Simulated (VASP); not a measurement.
An input for Ansatz (written as the equivalent of a VASP run, and not itself run):

Ansatz 0.2 input:
```yaml
crystal:
  lattice:
    - [1.8493295, -3.2031329, 0.0000000]
    - [1.8493295, 3.2031329, 0.0000000]
    - [0.0000000, 0.0000000, 6.8035444]
  atoms:
    - { symbol: Sn, position: [0.0000000, 0.0000000, 0.0000000] }
    - { symbol: S, position: [0.3333330, 0.6666670, 0.2173800] }
    - { symbol: S, position: [0.6666670, 0.3333330, 0.7826200] }
kpoints:
  mp_grid: { grid: [8, 8, 4] }
hamiltonian:
  xc: pbe
  pseudopotentials: { kind: paw }
scf:
  occupations: { method: gaussian, width: 0.05 }
  max_iter: 100
relax:
  max_steps: 60
  f_tol: 0.01
  cell: {}
output: { forces: true, stress: true, eigenvalues: true }
```

### Question
Write the VASP files for the same calculation (PBE).

### Answer
One answer among several that fit: 
### POSCAR
```
SnS2
1.0
  1.8493294558  -3.2031328641   0.0000000000
  1.8493294558   3.2031328641   0.0000000000
  0.0000000000   0.0000000000   6.8035444043
Sn S
1 2
Direct
  0.0000000000   0.0000000000   0.0000000000
  0.3333330000   0.6666670000   0.2173799526
  0.6666670000   0.3333330000   0.7826200474
```

INCAR:
```
SYSTEM=SnS2
PREC=Accurate; ENCUT=400; LREAL=.FALSE.
LASPH=.TRUE.
EDIFF=1E-6; NELM=100; ALGO=Normal
LMAXMIX=4
ISMEAR=0; SIGMA=0.05
GGA=PE
IBRION=2; NSW=60; ISIF=3
EDIFFG=-0.01
LWAVE=.FALSE.; LCHARG=.FALSE.
```

File KPOINTS:
```
Automatic mesh
0
Gamma
8 8 4
0 0 0
```

POTCAR, in this order: Sn_d S (PBE.64 set). Program: vasp_std.

What does not carry over: each code has its own PAW files, so the cut-off isn't converted (ENCUT is set for VASP's; basis.ecutwfc is left out, and Ansatz then takes the one that its files recommend); Ansatz stops its SCF on the density residual and VASP on the energy change (EDIFF).

The compound is SnS2 in the 1T layered structure. This run relaxes it. Symmetry was kept, so distortions that lower it aren't found. The start is the result of an earlier pass.
